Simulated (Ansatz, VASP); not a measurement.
Given: the input of a run of VASP 6.6.1 on CaMg6Cr. The cell comes from a database or a generator and needn't be the stable form of this composition.

File INCAR:

```
PREC     = Accurate       # precision mode
ENCUT    = 520            # plane-wave cutoff, eV
EDIFF    = 1E-7           # SCF threshold, eV
ISMEAR   = 0              # smearing method
SIGMA    = 0.1            # smearing width, eV
LREAL    = False          # projectors in reciprocal space
LASPH    = True           # aspherical terms in the spheres
NELM     = 120            # most SCF steps
ALGO     = Normal         # electronic algorithm
ISIF     = 2              # what is computed and relaxed
LWAVE    = False          # write WAVECAR
LCHARG   = True           # write CHGCAR
ISPIN    = 2              # spin polarisation
MAGMOM   = 3 0 0 0 0 0 0 0 # initial moments
LORBIT   = 11             # projections on sites
LMAXMIX  = 4              # l up to which the mixer works
GGA      = PE             # functional
LELF     = True           # ELF
LVHAR    = True         
NBANDS   = 31             # bands
```

The input KPOINTS:

```
Automatic mesh
0
Gamma
  5 5 5
```

Contents of POSCAR:

```
CaMg6Cr
1.0
    5.1723670000      0.0000000000      0.0000000000
    0.0000000000      3.2632100000      5.6438340000
    0.0000000000     -3.2632100000      5.6438340000
Cr Ca Mg
1 1 6
Direct
    0.5000000000      0.6629090000      0.6629090000
    0.0000000000      0.8296510000      0.8296510000
    0.5000000000      0.1663380000      0.1663380000
    0.5000000000      0.6634670000      0.1752350000
    0.5000000000      0.1752350000      0.6634670000
    0.0000000000      0.3355940000      0.3355940000
    0.0000000000      0.8253860000      0.3414200000
    0.0000000000      0.3414200000      0.8253860000
```

Potentials or basis: VASP PAW PBE potentials, release 54 (Cr_pv, Ca_sv, Mg).

Run with:

```console
$ cat potpaw_PBE.54/Cr_pv/POTCAR potpaw_PBE.54/Ca_sv/POTCAR potpaw_PBE.54/Mg/POTCAR > POTCAR
$ mpirun -np 1 vasp_std > vasp.out
```

Q: Set up the same calculation for Ansatz 0.2.0. Potentials or basis there: Ansatz PAW, cutoff 420 eV.

A: As run (cutoffs and basis follow the program's own potentials, and thresholds, step limits or extra output files can differ):

Contents of input.yaml:

```yaml
crystal:
  lattice:
    - [5.172367, 0.0, 0.0]
    - [0.0, 3.26321, 5.643834]
    - [0.0, -3.26321, 5.643834]
  atoms:
    - { symbol: Cr, position: [0.5, 0.662909, 0.662909], spin: 3.0 }
    - { symbol: Ca, position: [0.0, 0.829651, 0.829651] }
    - { symbol: Mg, position: [0.5, 0.166338, 0.166338] }
    - { symbol: Mg, position: [0.5, 0.663467, 0.175235] }
    - { symbol: Mg, position: [0.5, 0.175235, 0.663467] }
    - { symbol: Mg, position: [0.0, 0.335594, 0.335594] }
    - { symbol: Mg, position: [0.0, 0.825386, 0.34142] }
    - { symbol: Mg, position: [0.0, 0.34142, 0.825386] }
hamiltonian:
  xc: pbe
  pseudopotentials: { kind: paw }
magnetization:
  spin_polarized: true
kpoints:
  mp_grid: { grid: [5, 5, 5] }
scf:
  occupations: { method: gaussian, width: 0.1 }
output:
  forces: true
  stress: true
  eigenvalues: true
```

Potentials or basis: Ansatz PAW.

Command:

```bash
$ ansatz run input.yaml --threads 4 --pin off --max-ram 11264MiB --backend cpu --events-out ev --progress --plain --runs-dir out
```

Both were run:

|  | VASP | Ansatz |
| --- | --- | --- |
| Pressure | 0.1 GPa | 0.1 GPa |
| Largest force | 0.136 eV/Å | 0.131 eV/Å |
| Net moment | 4.51 μB per cell | 4.50 μB per cell |

Ansatz's pressure holds a Pulay term of +0.01 GPa for its cutoff of 420 eV, which the other run lacks.

The potentials hold 34 and 84 valence electrons a cell.

Where Ansatz's input types no cutoff or centring, it takes its own default and a Γ-centred mesh.

The magnetic state is the one that the start led to; the real crystal's order can differ.

Pressure is positive in compression.
